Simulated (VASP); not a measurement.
VASP runs on CdSe (space group P6_3mc) share one base input (PBE GGA, plane waves, VASP's PBE PAW potentials (set 64)) and change the settings named in each case.

KPOINTS:
```
kpoints
0
gamma
 4 4 1
0 0 0
```

### INCAR
```
ALGO = Normal
EDIFF = 1E-6
ENCUT = 300
GGA = PE
ISIF = 2
ISMEAR = 0
LASPH = .TRUE.
LCHARG = .FALSE.
LMAXMIX = 4
LREAL = .FALSE.
LWAVE = .FALSE.
NELM = 100
PREC = Accurate
SIGMA = 0.136
SYSTEM = CdSe
```

**POSCAR**
```
CdSe
1
    4.3631460000     0.0000000000     0.0000000000
   -2.1815730000     3.7785950000     0.0000000000
    0.0000000000     0.0000000000    14.2838210000
Cd Se
4 4
Direct
  0.0000000000   0.0000000000   0.0000000000
  0.0000000000   0.0000000000   0.5000000000
  0.6666670000   0.3333330000   0.7501800000
  0.3333330000   0.6666670000   0.2501800000
  0.0000000000   0.0000000000   0.8121600000
  0.0000000000   0.0000000000   0.3121600000
  0.6666670000   0.3333330000   0.5632900000
  0.3333330000   0.6666670000   0.0632900000
```

POTCAR, in this order: Cd Se (PBE.64 set). Program: vasp_std.

```csv
change,E(σ→0) (eV/atom),pressure (GPa),−TS (eV)
base run,-2.7305,0.80,-0.0004
"GGA removed, POTCAR Cd Se (LDA.64 set)",-3.3357,-3.51,-0.0055
"GGA_COMPAT = .FALSE., LNONCOLLINEAR = .TRUE., LSORBIT = .TRUE., MAGMOM = 0.0 0.0 0.0 0.0 0.0 0.0 0.0 0.0 0.0 0.0 0.0 0.0 0.0 0.0 0.0 0.0 0.0 0.0 0.0 0.0 0.0 0.0 0.0 0.0, program vasp_ncl",-2.7541,0.78,-0.0014
KPOINTS 1×1×1 Γ-centred mesh,-0.2042,18.82,-0.1992
```
 Energies of different potentials or functionals have different zeros.  At 300 eV the pressure can carry a Pulay error.

Left out are runs that ran out of time, are held back, or changed the cell or the kind of run, fixed moments of cells without a moment, rows past the twelfth, gaps on odd meshes, pressures of charged cells and columns that move by less than the noise.

The structure was generated: CdSe was put into an ordered model structure, which need not be its known phase. The cell was not relaxed at this level.
